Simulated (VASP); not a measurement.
Si:

```xyz
2
Lattice="0.0000 2.7155 2.7155 2.7155 0.0000 2.7155 2.7155 2.7155 0.0000" Properties=species:S:1:pos:R:3 pbc="T T T"
Si    0.0000    0.0000    0.0000
Si    1.3578    1.3578    1.3578
```

The cell was built by a generator and needn't be a form met in nature.

| Property | Result |
| --- | --- |
| Program | VASP 6.6.1 |
| Task | relaxation of cell and atoms |
| Functional | PBE |
| Potentials or basis | VASP PAW PBE potentials, release 64 (Si) |
| Cutoff | 600 eV |
| k mesh | 14 × 14 × 14 |
| Occupations | gaussian, width 0.02 eV |
| Spin | no spin polarisation |

At the start: pressure 1.9 GPa; volume 20.02 Å³/atom.

Problem. How do energy, volume and symmetry change on relaxing?

Solution. Over 3 steps the energy falls by 2.5 meV/atom and the volume is 20.44 Å³/atom (+2.1 %); space group Fd-3m (No. 227, to 0.05 Å).

Step by step:
```
step  energy change (eV)  largest force (eV/Å)  pressure (GPa)  volume (Å³)
   1              0.0000                0.0000            1.93        40.05
   2             -0.0028                0.0000           -1.20        41.46
   3             -0.0050                0.0000            0.01        40.89
```

Final structure:
```
Si
1.0
     0.00000    2.73432    2.73432
     2.73432    0.00000    2.73432
     2.73432    2.73432    0.00000
Si
2
Direct
  0.00000 0.00000 0.00000
  0.25000 0.25000 0.25000
```
